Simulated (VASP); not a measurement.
# In2Ni3S2 with r2SCAN: from relaxation to properties, part 2 of 8

What structure and properties does r2SCAN give In2Ni3S2, and how near are they to the measured ones? The start is a computed cell from the Materials Project.

VASP 6.6.1; r2SCAN, spin-polarised from a ferromagnetic start; plane waves and PAW (In_d, Ni, S).

Still holding for the runs below: The k-mesh is coarse for a metal.

So far. Step 2 (Relaxing cell and atoms (r2SCAN)): It ends with a largest force of 0.001 eV/Å and a pressure of 0.07 GPa.

## (3) Single point with fields (r2SCAN)

A single point on the relaxed cell gives a clean self-consistent state, with density, ELF and potential written out.

The input, INCAR:

```
SYSTEM = In2Ni3S2
PREC = Accurate
ENCUT = 400
EDIFF = 1E-06
NELM = 100
ISMEAR = 0
SIGMA = 0.05
LREAL = .FALSE.
ALGO = Normal
METAGGA = R2SCAN
LASPH = .TRUE.
NBANDS = 47
ISPIN = 2
MAGMOM = 0 0 1 1 1 0 0
LMAXMIX = 4
LORBIT = 11
LWAVE = .FALSE.
LCHARG = .TRUE.
ISIF = 2
LELF = .TRUE.
LVHAR = .TRUE.
```

The input, POSCAR:

```
In2Ni3S2
1.0
    2.6834503590      1.5492907871      4.5078474732
   -2.6834503590      1.5492907871      4.5078474732
    0.0000000000     -3.0985815743      4.5078474732
In Ni S
2 3 2
Direct
    0.5000000000      0.5000000000      0.5000000000
    0.0000000000      0.0000000000      0.0000000000
    0.5000000000      0.0000000000      0.0000000000
    0.0000000000      0.5000000000      0.0000000000
    0.0000000000      0.0000000000      0.5000000000
    0.7232349648      0.7232349648      0.7232349648
    0.2767650352      0.2767650352      0.2767650352
```

The input, KPOINTS:

```
Automatic mesh
0
Gamma
5 5 5
0 0 0
```

The projector-augmented-wave data sets are In_d, Ni and S (PBE family, release 64).

Launch:

```sh
$ mpirun -np 4 vasp_std
```

Output:

```text
[banner, memory and clock lines left out]
running    4 mpi-ranks, on    1 nodes
 distrk:  each k-point on    4 cores,    1 groups
 distr:  one band on    1 cores,    4 groups

 POSCAR found type information on POSCAR InNiS
 POSCAR found :  3 types and       7 ions
 [... a notice as in an earlier step ...]

 LDA part: xc-table for (None), standard interpolation
|                                                                             |
|           W    W    AA    RRRRR   N    N  II  N    N   GGGG   !!!           |
|           W    W   A  A   R    R  NN   N  II  NN   N  G    G  !!!           |
|           W    W  A    A  R    R  N N  N  II  N N  N  G       !!!           |
|           W WW W  AAAAAA  RRRRR   N  N N  II  N  N N  G  GGG   !            |
|           WW  WW  A    A  R   R   N   NN  II  N   NN  G    G                |
|           W    W  A    A  R    R  N    N  II  N    N   GGGG   !!!           |
|                                                                             |
|     The number of bands has been changed from the values supplied in        |
|     The orbitals not found in the WAVECAR file will be initialized with     |
|     random numbers, which is usually adequate. For correlated               |
|     calculations, however, you should redo the groundstate calculation.     |
|     I found NBANDS = 47. Now, NBANDS = 48.                                  |
|                                                                             |

 POSCAR, INCAR and KPOINTS ok, starting setup
 FFT: planning ... GRIDC
 FFT: planning ... GRID_SOFT
 FFT: planning ... GRID
 WAVECAR not read
 entering main loop
       N       E                     dE             d eps       ncg     rms          rms(c)
DAV:   1     0.533756247086E+03    0.53376E+03   -0.25605E+04  3656   0.161E+03
DAV:   2    -0.317746454825E+02   -0.56553E+03   -0.53757E+03  3672   0.417E+02
DAV:   3    -0.110391924844E+03   -0.78617E+02   -0.75868E+02  4032   0.171E+02
DAV:   4    -0.114593622585E+03   -0.42017E+01   -0.41712E+01  4384   0.402E+01
DAV:   5    -0.114803287527E+03   -0.20966E+00   -0.20959E+00  5608   0.831E+00    0.243E+01
DAV:   6    -0.109513363495E+03    0.52899E+01   -0.55090E+01  4376   0.104E+02    0.316E+01
DAV:   7    -0.100319471525E+03    0.91939E+01   -0.16996E+01  4632   0.684E+01    0.981E+00
DAV:   8    -0.100523838343E+03   -0.20437E+00   -0.37723E+00  5120   0.207E+01    0.536E+00
DAV:   9    -0.100460652945E+03    0.63185E-01   -0.82544E-01  4544   0.833E+00    0.193E+00
DAV:  10    -0.100465029605E+03   -0.43767E-02   -0.72148E-02  5280   0.241E+00    0.123E+00
DAV:  11    -0.100467434530E+03   -0.24049E-02   -0.16518E-02  4712   0.722E-01    0.850E-01
DAV:  12    -0.100468340618E+03   -0.90609E-03   -0.58903E-03  5592   0.789E-01    0.283E-01
DAV:  13    -0.100468556009E+03   -0.21539E-03   -0.13946E-03  4184   0.272E-01    0.110E-01
DAV:  14    -0.100468583594E+03   -0.27585E-04   -0.93549E-05  5232   0.757E-02    0.723E-02
DAV:  15    -0.100468603566E+03   -0.19972E-04   -0.42205E-05  4576   0.421E-02    0.311E-02
DAV:  16    -0.100468605118E+03   -0.15521E-05   -0.10513E-05  4552   0.248E-02    0.185E-02
DAV:  17    -0.100468604569E+03    0.54910E-06   -0.14419E-06  2944   0.905E-03
   1 F= -.10046860E+03 E0= -.10046685E+03  d E =-.350411E-02  mag=    -0.0182
```

The job ended after 67 s (4 MPI ranks of Intel Xeon 6975P-C (Granite Rapids), shared host; peak memory 0.71 GiB; 4.4 min of CPU time).

OUTCAR, selected parts (step 3):

```text
  LATTYP: Found a trigonal (rhomboedric) cell.
 ALAT       =     5.4700910974
 COS(alpha) =     0.5186865377

The static configuration has the point symmetry D_3d.

 Found     19 irreducible k-points:

   k-points           NKPTS =     19   k-points in BZ     NKDIM =     19   number of bands    NBANDS=     48

   ENCUT  =  400.0 eV  29.40 Ry    5.42 a.u.   8.92  8.92  8.92*2*pi/ulx,y,z

   NELECT =      68.0000    total number of electrons

 E-fermi :   8.5678

 spin component 1
 k-point     1 :       0.0000    0.0000    0.0000
  band No.  band energies     occupation
    ...
     32       7.1428      1.00000
     33       7.1428      1.00000
     34       7.7518      1.00000
     35       8.1871      1.00000
     36       8.1871      1.00000
     37       9.1496      0.00000
     38       9.1855      0.00000
     39      12.6126      0.00000
     40      12.6126      0.00000
     41      13.7244      0.00000
    ...

 k-point     2 :       0.2000    0.0000   -0.0000
  band No.  band energies     occupation
    ...
     31       6.9587      1.00000
     32       7.2257      1.00000
     33       7.5459      1.00000
     34       8.0226      1.00000
     35       8.5383      0.79742
     36       8.6963      0.00014
     37       9.5269      0.00000
     38      10.4791      0.00000
     39      12.5192      0.00000
     40      12.7231      0.00000
    ...

 k-point     3 :       0.4000    0.0000    0.0000
  band No.  band energies     occupation
    ...
     30       6.8741      1.00000
     31       7.1040      1.00000
     32       7.1087      1.00000
     33       8.1527      1.00000
     34       8.2151      1.00000
     35       9.0331      0.00000
     36       9.7825      0.00000
     37      10.0538      0.00000
     38      11.8716      0.00000
     39      11.9125      0.00000
    ...

 k-point     4 :       0.2000    0.2000   -0.0000
  band No.  band energies     occupation
    ...
     30       6.9389      1.00000
     31       7.1479      1.00000
     32       7.1929      1.00000
     33       7.3776      1.00000
     34       7.8316      1.00000
     35       8.8344      0.00000
     36       9.2977      0.00000
     37       9.7198      0.00000
     38      10.5358      0.00000
     39      11.9494      0.00000
    ...

  Total        0.0121668      0.0121668      0.0201960      0.0000000     -0.0000000      0.0000000
  in kB        0.1733569      0.1733569      0.2877584      0.0000000     -0.0000000      0.0000000
  external PRESSURE =       0.2114907 kB  Pullay stress =       0.0000000 kB

  energy-cutoff  :      400.00
  volume of cell :      112.45
      direct lattice vectors                 reciprocal lattice vectors
     2.683450359  1.549290787  4.507847473     0.186327278  0.107576104  0.073945122
    -2.683450359  1.549290787  4.507847473    -0.186327278  0.107576104  0.073945122
     0.000000000 -3.098581574  4.507847473     0.000000000 -0.215152208  0.073945122

 POSITION                                       TOTAL-FORCE (eV/Angst)
 -----------------------------------------------------------------------------------
      0.00000     -0.00000      6.76177        -0.000000     -0.000000     -0.000000
      0.00000      0.00000      0.00000        -0.000000      0.000000     -0.000000
      1.34173      0.77465      2.25392        -0.000000      0.000000     -0.000000
     -1.34173      0.77465      2.25392         0.000000      0.000000     -0.000000
      0.00000     -1.54929      2.25392         0.000000     -0.000000     -0.000000
      0.00000     -0.00000      9.78070        -0.000000     -0.000000      0.001742
      0.00000     -0.00000      3.74284        -0.000000      0.000000     -0.001742
 -----------------------------------------------------------------------------------
    total drift:                                0.000000      0.000000     -0.000000

  FREE ENERGIE OF THE ION-ELECTRON SYSTEM (eV)
  ---------------------------------------------------
  free  energy   TOTEN  =      -100.4686045693 eV

  energy  without entropy=     -100.4651004563  energy(sigma->0) =     -100.46685251

 magnetization (x)
# of ion       s       p       d       tot
------------------------------------------
    1       -0.002   0.001   0.000  -0.001
    2        0.000   0.000   0.000   0.000
    3       -0.000   0.000  -0.006  -0.005
    4       -0.000   0.000  -0.006  -0.005
    5       -0.000   0.000  -0.006  -0.005
    6       -0.000  -0.001   0.000  -0.001
    7       -0.000  -0.001   0.000  -0.001
--------------------------------------------------
tot         -0.002   0.000  -0.017  -0.018

[... 3 parts as in an earlier step ...]

[... 11 further parts left out ...]
```

With spin, VASP writes an ELF for each channel.

This step gave:

```
SCF cycles                                        : 17
bands                                             : 48
free energy (TOTEN)                               : -100.4686 eV
energy at zero smearing                           : -100.4669 eV
pressure                                          : 0.02115 GPa
moment of the cell, from the last line of the log : -0.0182 μB
```

Valence electrons inside each PAW sphere by angular momentum. Sphere charges, by row:

| atom | s (e) | p (e) | d (e) | tot (e) |
| --- | --- | --- | --- | --- |
| In1 | 0.922 | 0.624 | 9.885 | 11.43 |
| In2 | 0.9 | 0.581 | 9.885 | 11.37 |
| Ni3 | 0.456 | 0.564 | 8.484 | 9.503 |
| Ni4 | 0.456 | 0.564 | 8.484 | 9.503 |
| Ni5 | 0.456 | 0.564 | 8.484 | 9.503 |
| S6 | 1.331 | 2.382 | 0 | 3.713 |
| S7 | 1.331 | 2.382 | 0 | 3.713 |

Spin density in the ac plane of the conventional cell at fractional y = 0.000, with atoms of In and Ni and S within 0.2 Å of it.

Values in units of 1e-3 e/Å³, 24 rows by 15 columns, each cell a mean:
```
 0.0  0.0  0.0  0.0  0.0  0.0 -0.1 -0.1 -0.1 -0.1  0.0  0.0  0.0  0.0  0.0
 0.1  0.1  0.1  0.1  0.0  0.0  0.0  0.0  0.0  0.0  0.0  0.1  0.1  0.1  0.1
 0.1  0.1  0.1  0.1  0.1  0.1  0.1  0.1  0.1  0.1  0.1  0.1  0.1  0.1  0.1
 0.1  0.0  0.0 -0.4 -0.5 -0.1  0.1  0.2  0.1  0.0 -0.3 -0.5 -0.2  0.0  0.1
 0.0  0.0  0.0  0.0 -0.2 -0.1  0.1  0.2  0.2  0.0 -0.1 -0.1  0.0  0.0  0.0
 0.1  0.1  0.1  0.1  0.1  0.1  0.1  0.1  0.1  0.1  0.1  0.1  0.1  0.1  0.1
 0.2 -0.4 -0.4 -0.1  0.0  0.0  0.0  0.0  0.0  0.0  0.0 -0.1 -0.3 -0.5 -0.1
 0.5 -0.2 -0.3 -0.2 -0.1  0.0  0.0  0.0  0.0  0.0 -0.1 -0.1 -0.3 -0.3  0.2
 0.2  0.1  0.0 -0.1  0.0  0.0  0.0  0.0  0.0  0.0  0.0  0.0 -0.1  0.0  0.1
-0.1 -0.1  0.0  0.0  0.0  0.0  0.1  0.1  0.1  0.0  0.0  0.0  0.0 -0.1 -0.1
-0.1 -0.2 -0.1  0.0  0.1  0.1 -0.2 -2.0 -0.9  0.1  0.1  0.0 -0.1 -0.2 -0.1
 0.5  0.0 -0.2  0.0  0.0 -0.7 -3.8 -9.1 -6.4 -1.8 -0.1  0.1 -0.1 -0.2  0.3
 0.4 -0.1 -0.2  0.0  0.0 -0.3 -2.2 -7.3 -4.5 -0.9  0.0  0.1 -0.1 -0.2  0.2
-0.2 -0.2 -0.1  0.0  0.1  0.1  0.0 -0.6 -0.2  0.1  0.1  0.0  0.0 -0.2 -0.2
 0.0  0.0  0.0  0.0  0.0  0.0  0.0  0.1  0.0  0.0  0.0  0.0  0.0  0.0  0.0
 0.3  0.1 -0.1 -0.1 -0.1  0.0  0.0  0.0  0.0  0.0  0.0 -0.1 -0.1  0.0  0.2
 0.4 -0.4 -0.5 -0.2 -0.1  0.0  0.0  0.0  0.0  0.0  0.0 -0.1 -0.3 -0.5  0.0
 0.2 -0.2 -0.3 -0.1  0.0  0.0  0.0  0.1  0.1  0.0  0.0  0.0 -0.2 -0.3  0.0
 0.1  0.1  0.1  0.1  0.1  0.1  0.1  0.1  0.1  0.1  0.1  0.1  0.1  0.1  0.1
 0.0  0.0  0.0 -0.2 -0.4 -0.1  0.1  0.2  0.2  0.0 -0.3 -0.3 -0.1  0.0  0.0
 0.1  0.1  0.0 -0.2 -0.3 -0.1  0.1  0.1  0.1  0.0 -0.2 -0.3 -0.1  0.0  0.1
 0.1  0.1  0.1  0.1  0.1  0.1  0.0  0.0  0.0  0.0  0.1  0.1  0.1  0.1  0.1
 0.0  0.1  0.1  0.0  0.0  0.0  0.0 -0.1  0.0  0.0  0.0  0.0  0.1  0.1  0.0
-0.1  0.0  0.0  0.0  0.0 -0.1 -0.1 -0.1 -0.1 -0.1  0.0  0.0  0.0  0.0  0.0
```
Columns run along a (5.4 Å), rows up along c (13.5 Å), edges of the conventional cell, whose origin can differ from the input's. Atoms in or near the plane, at fractional coordinates: In at (0.00, 0.50), In at (0.00, 0.00), Ni at (0.50, 0.50), S at (0.00, 0.72), S at (0.00, 0.28).

ELF of down spins in the ac plane of the conventional cell at fractional y = 0.000, with atoms of In and Ni and S within 0.2 Å of it. It is the smooth field of the valence electrons, not physical close to the nuclei.

Ten even steps from '_' (0.01) to '@' (0.86), each cell a mean:
```
__..--::..____________..::::__
------::::............::------
----::::::::::::::::::::::----
::::::..::::::----::::..::::::
++==--::::::--==--::::::::==++
##%%##==::::::--::::::--**%%##
==%%@@##--............++%%@@**
@@@@@@++..____....____--##@@@@
%%##==..__....::::..____--**%%
::....__....::--::::........::
::::::::::::::....::::::::::::
....----::..______..::----::__
__..----::::______..::----::__
::::::::::::::::::::::::::::::
--::..____..::----::..__..::--
@@@@**::____........__..==%%@@
%%@@@@**::____..____..==%%@@%%
==%%@@**--..........::==%%@@**
##%%**--::::------::::::==##%%
==--::::::::--==--::::::::::==
::::::::::::::----::::::::::::
------::::::::::::::::::------
::----::..............::::--::
__..::::..____________..::::__
```
Columns run along a (5.4 Å), rows up along c (13.5 Å), edges of the conventional cell, whose origin can differ from the input's. Atoms in or near the plane, at fractional coordinates: In at (0.00, 0.50), In at (0.00, 0.00), Ni at (0.50, 0.50), S at (0.00, 0.72), S at (0.00, 0.28).

Electrostatic potential energy in the ac plane of the conventional cell at fractional y = 0.000, with atoms of In and Ni and S within 0.2 Å of it. With pseudopotentials it is smooth inside the atoms' cores, unlike the true potential.

Values in eV, 24 rows by 15 columns, each cell a mean:
```
-80 -63 -27  -4   1   3   3   3   3   3   2  -1 -12 -47 -76
-24 -15  -4   0   2   2   3   3   3   3   2   1  -2  -9 -21
  0   0  -1  -2  -2   0   1   2   2   1  -1  -2  -1   0   0
  1  -1  -5 -11 -11  -5  -1   1   0  -3  -9 -12  -9  -2   1
 -4  -3  -5  -9  -9  -4   0   1   0  -2  -7  -9  -7  -4  -4
-57 -34  -8  -2   0   1   2   2   2   1   0  -1  -4 -20 -49
-88 -71 -20  -1   2   2   2   2   2   2   2   1  -6 -47 -86
-54 -33  -7   1   2   2   1   1   1   2   2   2  -2 -18 -47
 -3  -1   1   3   3   2   2   1   1   2   3   3   2   0  -2
 -3  -1   1   2   3   2   1   0   0   2   2   2   1   0  -2
-43 -29  -9  -1   1  -2 -11 -21 -17  -6   0   0  -3 -19 -38
-86 -72 -33  -5  -2 -13 -53 -81 -72 -28  -5  -2 -16 -55 -84
-80 -63 -27  -4  -2 -10 -40 -68 -57 -21  -4  -1 -12 -47 -76
-25 -15  -4   0   1   0  -5  -9  -7  -2   1   1  -1  -9 -21
  0   0   2   2   3   2   1   1   1   2   3   3   2   1   0
-10  -4   0   2   3   2   1   1   1   2   2   3   2  -2  -8
-73 -50 -12   0   2   2   2   1   1   2   2   2  -3 -30 -67
-87 -68 -19  -1   2   2   2   2   2   2   2   1  -6 -44 -84
-33 -19  -6  -3  -2   0   1   2   2   1  -1  -3  -4 -11 -28
 -1  -2  -6 -11 -11  -5  -1   1   0  -3  -9 -12  -9  -3  -1
  1   0  -4  -9  -9  -4   0   1   0  -2  -7 -10  -6  -2   1
 -2  -1  -1   0   0   1   2   2   2   1   1   0  -1  -1  -2
-43 -28  -9  -1   2   3   3   3   3   3   2   1  -4 -19 -38
-86 -72 -33  -5   1   3   3   3   3   3   2  -1 -16 -55 -84
```
Columns run along a (5.4 Å; values clipped at the 3rd and 97th percentile), rows up along c (13.5 Å), edges of the conventional cell, whose origin can differ from the input's. Atoms in or near the plane, at fractional coordinates: In at (0.00, 0.50), In at (0.00, 0.00), Ni at (0.50, 0.50), S at (0.00, 0.72), S at (0.00, 0.28).

In this run the pressure is 0.02 GPa, small enough to go on; single stress components reach 0.03 GPa.

(Continued in part 3 of 8.)

[Lines on the potential files, build, host, timing and source positions are cut from VASP's logs without a mark.]

[Logs are printed without paths, hosts, clocks, repeated set-up lines and the standing remarks that a program may print on its own settings, such as how far it seeks lower states.]

[Hosts, paths, dates, database ids (printed as entryN), source tags and the programs' standing remarks are cut or masked in the printed files.]

[A measured line is paired with the nearest computed mode of its activity, which favours agreement.]

[In band tables of VASP the shares of atoms and orbitals are scaled to a sum of 1 inside the atoms' spheres.]
